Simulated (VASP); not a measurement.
# Pressure and energy of zinc-blende GaSb from −6.32 to +5.64 % volume change with optB86b-vdW

GaSb is a zinc-blende crystal in which every Ga atom is bound to four Sb atoms and every Sb atom to four Ga atoms by slightly polar covalent bonds. The seven members are this one crystal at seven volumes, so only the bond length differs between them.

Our brief is a GaSb test piece squeezed evenly in a pressure cell. It should work at the highest pressure between 1 and 3 GPa, shorten by no more than 20 µm per mm of edge, and store no more than 60 J/cm³, which limits what is released if a seal fails. We calculate pressure and energy for a static lattice. Volume changes are measured from the fitted minimum at 29.35 Å³ per atom, and energies from the lowest row, 29.25 Å³.

## Method

A cell from the Materials Project database, relaxed at this level and then scaled evenly, fractional positions kept. VASP 6.6.1, plane waves with PAW, optB86b-vdW, cutoff 400 eV, k mesh 6×6×6, no spin polarisation, no spin-orbit coupling, static lattice. A Birch-Murnaghan fit to the energies has its minimum at 29.35 Å³ per atom.

Notes on method and selection:

- The pressure is that of a finite plane-wave basis, so it need not vanish exactly at the minimum of the energy.
- Only series whose fit has its minimum inside the range and an error under 0.5 meV per atom are shown.
- Runs that did not converge, have known faults or may not be shown are not listed, and runs on Ansatz's PAW sets soft_1 and soft_2 are kept to separate tables.

Columns:

- volume change (%): volume relative to the fitted equilibrium volume.
- pressure (GPa): pressure from the stress tensor (positive: compressed).
- energy (meV/atom): energy per atom above the lowest point of the series.

## Data

| member | volume change (%) | pressure (GPa) | energy (meV/atom) |
| --- | --- | --- | --- |
| 27.50 Å³ | −6.32 | 3.30 | 18.76 |
| 28.08 Å³ | −4.32 | 2.04 | 8.59 |
| 28.67 Å³ | −2.33 | 1.03 | 2.44 |
| 29.25 Å³ | −0.34 | 0.00 | 0.00 |
| 29.84 Å³ | 1.66 | −0.93 | 1.19 |
| 30.42 Å³ | 3.65 | −1.75 | 5.52 |
| 31.01 Å³ | 5.64 | −2.48 | 12.70 |

Least-squares fits to the whole series, with x = volume change (%); R² and errors in the fitted variable (y, or ln y where the fit is in ln y):

| y | members | fit | R² | rms residual | leave-one-out rms | the same for the mean of the others |
| --- | --- | --- | --- | --- | --- | --- |
| pressure (GPa) | 7 | y = −0.1685 − 0.4740 x + 0.01134 x² | 1.00 | 0.024 | 0.045 | 2.2 |
| energy (meV/atom) | 7 | y = −0.04736 − 0.1614 x + 0.4387 x² | 1.00 | 0.26 | 0.70 | 7.4 |

## Mechanism

The pressure falls at every step as the cell grows, from 3.30 GPa at 27.50 Å³ to −2.48 GPa at 31.01 Å³. The negative values mean that the crystal is under tension and pulls inwards.

The slope is not constant. Between the two smallest cells it is (3.30 − 2.04) / (6.32 − 4.32) = 0.63 GPa per % of volume, and between the two largest it is (2.48 − 1.75) / (5.64 − 3.65) = 0.37 GPa per %. Theory gives the reason: the repulsion between overlapping electron shells rises steeply as the bonds shorten, while the bonding attraction changes more slowly. The crystal therefore stiffens under compression and softens under tension.

The energy shows the same asymmetry. Divided by the square of the volume change, it is 18.76 / 6.32² = 0.47 meV per atom at the compressed end and 12.70 / 5.64² = 0.40 at the expanded end.

The two columns are tied together by the bulk modulus B. The linear term of the pressure fit gives B = 100 × 0.4740 = 47.4 GPa. For small changes the energy per atom is ½BV(x/100)², with V the equilibrium volume per atom and 1 eV/Å³ = 160.2 GPa. This predicts a quadratic coefficient of 0.5 × 47.4 × 29.35 / 160.2 × 0.1 = 0.434 meV, close to the fitted 0.4387. The factor 0.1 is 1000 / 100², from eV to meV and from fractions to per cent.

The zeros do not quite coincide. Across the 29.25 Å³ row the energy falls by 2.44 − 1.19 = 1.25 meV over 29.84 − 28.67 = 1.17 Å³, which corresponds to 1.25 / 1.17 × 0.1602 = 0.17 GPa, whereas the stress tensor gives 0.00. The sign is that expected of a finite plane-wave basis, which makes the stress pressure too low.

## Outliers

Largest departures from the fit to the whole series:

| member | pressure (GPa) | fit | computed − fit | in rms residuals |
| --- | --- | --- | --- | --- |
| 28.08 Å³ | 2.04 | 2.09 | −0.05 | 2.1 |
| 28.67 Å³ | 1.03 | 1.00 | +0.03 | 1.3 |
| 27.50 Å³ | 3.30 | 3.28 | +0.02 | 0.8 |
| 29.25 Å³ | 0.00 | −0.01 | +0.01 | 0.2 |

From the smallest cell upwards, the pressure drops by 1.26, 1.01, 1.03, 0.93, 0.82 and 0.73 GPa. The second drop is out of sequence: midway between its neighbours would be (1.26 + 1.03) / 2 = 1.145, so the two smallest cells lie roughly 0.1 GPa below the continuation of the other five.

A likely cause is the band gap. The most compressed cells have a small gap at the zone centre and the larger ones have none, a known failing of such functionals, since real GaSb is a semiconductor. Without a gap, an antibonding s state that rises under compression can be filled, which adds pressure. If one mesh point out of 6 × 6 × 6 = 216 carries two such electrons, and the gap shifts by roughly 8 eV per unit relative volume change, the addition is 2 × 8 / 216 / 58.7 × 160.2 ≈ 0.2 GPa, with 2 × 29.35 = 58.7 Å³ the volume of the two-atom cell. Sign and size fit. A denser mesh should shrink the step. All seven rows remain usable to about 0.2 GPa.

## Choosing a member

We add the 0.17 GPa basis correction to each pressure. The shortening per mm of edge is 1000 × [1 − (1 + x/100)^(1/3)] µm, with x the volume change in %. The stored energy density is E / 29.35 × 160.2 J/cm³, with E in meV per atom, because 1 meV/Å³ is 160.2 J/cm³.

The three largest cells are under tension, which a pressure cell cannot supply, and 29.25 Å³ reaches only 0.17 GPa. Three rows are left to screen:

- **27.50 Å³:** 3.30 + 0.17 = 3.47 GPa, about 22 µm per mm, and 18.76 / 29.35 × 160.2 = 102 J/cm³. It fails all three limits.
- **28.08 Å³:** 2.04 + 0.17 = 2.21 GPa, about 15 µm per mm, and 8.59 / 29.35 × 160.2 = 46.9 J/cm³. It passes.
- **28.67 Å³:** 1.03 + 0.17 = 1.20 GPa, 7.8 µm per mm, and 2.44 / 29.35 × 160.2 = 13.3 J/cm³. It passes.

The pick is 28.08 Å³, which has the higher pressure of the two that pass. The runner-up is 28.67 Å³, which stores less than a third of the energy but works near the lower pressure limit.

Functionals of this kind tend to make heavy III–V crystals a few per cent too large in volume and perhaps 10 to 20 % too soft. The first error means that the piece should be specified by its relative compression of 4.32 %, not by its absolute volume. The second means that the real pressure and stored energy at a given compression are higher than calculated. If the calculation is 20 % too soft, the real stiffness is 1 / 0.8 = 1.25 times the calculated one, and the pick would reach 2.21 × 1.25 = 2.76 GPa and 46.9 × 1.25 = 58.6 J/cm³, still just inside the brief.

The energy limit would be the first to give way, at a stiffness 60 / 46.9 = 1.28 times the calculated one. A measured compression curve showing that much extra stiffness would hand the choice to 28.67 Å³.

## Rules of thumb and their limits

Between −6.32 and +5.64 % volume change, GaSb at this level behaves as a spring of about 47 GPa that stiffens when squeezed. Within that range the quadratic pressure fit predicts a left-out row to 0.045 GPa, against 2.2 GPa for the mean of the others.

The main omission is lattice vibration. At room temperature it adds roughly 80 meV per atom, more than the whole 18.76 meV energy spread, but most of this is common to all volumes and leaves the shape of the curve nearly intact. Its effect on pressure is positive, a few tenths of a GPa, well below the pressure spread, and it moves the equilibrium to a slightly larger volume.

[On method and selection: Where rows or columns differ in functional or spin-orbit coupling, non-spherical gradient terms in the PAW spheres (LASPH) may be on in some and off in others.]
